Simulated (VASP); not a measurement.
## GaSb: energy against strain

GaSb (zinc blende, F-43m, 28.496 Å³/atom at rest, cube axes along x, y and z) under an equal strain ε along x and y, with z held. PBEsol in VASP (plane waves, PAW), 480 eV, 10×10×10 Γ-centred mesh, Methfessel-Paxton smearing 0.10 eV; ions are relaxed within the symmetry of each cell.

Here s stands for strain and y for E less E0.

| strain (%) | E less E0 (meV/atom) |
|---|---|
| -1.50 | 5.71 |
| -1.00 | 2.69 |
| -0.50 | 0.80 |
| 0.00 | 0.00 |
| 0.50 | 0.22 |
| 1.00 | 1.44 |
| 1.50 | 3.65 |
| 3.00 | ? |

Problem. Using a parabola, estimate the missing y at s = 3.00 from the other rows, showing the fit.

Solution. Least squares gives y = -0.010 - 0.6614·s + 2.0829·s². Residuals (row less fit): 0.041, -0.044, -0.041, 0.010, 0.040, 0.028, -0.034; standard error 0.048 (degrees of freedom: 4). Twice the quadratic coefficient over the volume, 2 × 2.0829 meV × 10⁴ × 0.1602 / 28.496 Å³, is the elastic constants 2(C11 + C12) = 234 ± 2 GPa. At the withheld row, y = -0.010 - 0.6614 × 3.0 + 2.0829 × 3.0² = 16.752 meV/atom. The calculation gives 15.84 meV/atom, 0.912 meV/atom below the prediction (5.8 % of the range of y in the table). The row lies outside the fitted rows, so this is an extrapolation. From the scatter of the fitted rows alone, a prediction at this place has a standard error of 0.182 meV/atom, so the miss is 5.0 times that.

One order more, fitted to all 13 runs of the series, follows each within 0.05, so the miss is the next term of a smooth law. This level leaves no gap over 0.05 eV at strain 0.00, 0.50, where the mesh may be coarse. Rows are the converged runs of the series near zero and its far end; series whose fitted rows scatter by over a few per cent of the range, as at a crossing or softening among them, aren't shown in this form. Most that stay on the fit to the last digits aren't either.
